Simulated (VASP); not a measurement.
Here is the system:

```yaml
crystal:
  lattice:
    - [0.00000, 1.81300, 1.81300]
    - [1.81300, 0.00000, 1.81300]
    - [1.81300, 1.81300, 0.00000]
  atoms:
    - { symbol: B, position: [0.00000, 0.00000, 0.00000] }
    - { symbol: N, position: [0.75000, 0.75000, 0.75000] }
```

The numbers are results of PBE GGA, VASP's PBE PAW potentials (set 64) (plane waves; VASP 6.6.1), not measurements. Settings: 500 eV cut-off, 11×11×11 Γ-centred mesh, Gaussian smearing of 0.050 eV, potentials B N.

Task: Predict the energy per atom (σ→0).

Result: 
| Item | Value |
|---|---|
| energy per atom (σ→0) | -8.726 eV/atom |

Total energies compare only between runs with the same potentials, cut-off and functional.

The structure comes from a computed database's BN entry (F-43m); how it stands against other phases isn't given here. The cell was not relaxed at this level.
